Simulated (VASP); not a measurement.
```yaml
crystal:
  lattice:
    - [2.75470, 0.00000, 0.00000]
    - [-1.37735, 2.38564, 0.00000]
    - [0.00000, 0.00000, 10.71465]
  atoms:
    - { symbol: Be, position: [0.33333, 0.66667, 0.25000] }
    - { symbol: Be, position: [0.66667, 0.33333, 0.75000] }
    - { symbol: Cl, position: [0.33333, 0.66667, 0.62750] }
    - { symbol: Cl, position: [0.66667, 0.33333, 0.12750] }
    - { symbol: Cl, position: [0.66667, 0.33333, 0.37250] }
    - { symbol: Cl, position: [0.33333, 0.66667, 0.87250] }
```

Method: PBE GGA, VASP's PBE PAW potentials (set 64) (plane waves; VASP). Settings: 300 eV cut-off, 9×9×2 Γ-centred mesh, Fermi-Dirac smearing of 0.050 eV, potentials Be Cl.

Problem. Give the energies of bands 6 to 19 at the high-symmetry points, in eV from the valence-band maximum.

Solution. 
```
band      Γ      M      K      A      L      H
----  -----  -----  -----  -----  -----  -----
6     -7.27  -9.45  -7.86  -8.63  -9.47  -8.01
7     -5.85  -8.34  -7.80  -4.08  -8.23  -7.74
8     -2.82  -8.01  -7.80  -4.08  -8.23  -7.74
9     -1.18  -6.48  -6.99  -1.12  -6.19  -7.11
10    -1.18  -5.98  -6.99  -1.12  -6.19  -7.11
11    -1.06  -3.60  -6.18  -1.12  -3.51  -5.89
12    -1.06  -3.40  -5.83  -1.12  -3.51  -5.89
13    -0.16  -2.76  -5.83  -0.07  -2.29  -5.73
14    -0.16  -2.10  -5.61  -0.07  -2.29  -5.73
15     0.00  -1.75  -1.87  -0.07  -1.92  -1.93
16     0.00  -1.67  -1.87  -0.07  -1.92  -1.93
17     6.21   2.27   2.23   7.55   2.69   2.94
18     7.48   2.73   3.88   7.55   2.69   2.94
19     7.58   4.84   5.17   7.56   4.86   5.47
```

The gap is indirect, 2.23 eV, from the valence maximum at Γ to the conduction minimum at K.

The structure was generated: BeCl2 was put into an ordered model structure, which need not be its known phase. The cell was not relaxed at this level.
